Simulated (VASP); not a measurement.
Given:

```
AlY
1.0
    0.00000     2.97275     2.97275
    2.97275     0.00000     2.97275
    2.97275     2.97275     0.00000
Y Al
1 1
Direct
  0.00000   0.00000   0.00000
  0.50000   0.50000   0.50000
```

The numbers are results of PBEsol GGA, VASP's PBE PAW potentials (set 64) (plane waves; VASP), not measurements. Run with 400 eV cut-off, 12×12×12 Γ-centred mesh, tetrahedra with Blöchl corrections, potentials Y_sv Al.

Question: Predict the energy per atom (σ→0), band gap (on the k-mesh) with the smallest direct gap where there is one.

Answer: 
The band gap (on the k-mesh) is none (metal, semimetal or under 0.01 eV) and the energy per atom (σ→0) is -5.381 eV/atom.

The structure was generated: YAl was put into the rock salt type (Fm-3m), which need not be its known phase. It was relaxed first, which changed the volume by -31 %.
